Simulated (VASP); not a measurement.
Data:

```yaml
crystal:
  lattice:
    - [0.00000, 1.90955, 1.90955]
    - [1.90955, 0.00000, 1.90955]
    - [1.90955, 1.90955, 0.00000]
  atoms:
    - { symbol: Ir, position: [0.00000, 0.00000, 0.00000] }
```

Computed with LDA (Ceperley-Alder, Perdew-Zunger) with spin-orbit coupling, VASP's LDA PAW potentials (set 64) (plane waves; VASP 6.6.1). Run with 400 eV cut-off, 15×15×15 Γ-centred mesh, Gaussian smearing of 0.050 eV, potentials Ir.

Problem. Estimate the energy per atom (σ→0), band gap (over mesh and band path) with the smallest direct gap where there is one.

Solution. 
- band gap (over mesh and band path) = none (metal, semimetal or under 0.01 eV)
- energy per atom (σ→0) = -10719 meV/atom

Total energies compare only between runs with the same potentials, cut-off and functional.

The structure comes from a computed database's Ir entry (Fm-3m); how it stands against other phases isn't given here. It was relaxed first.
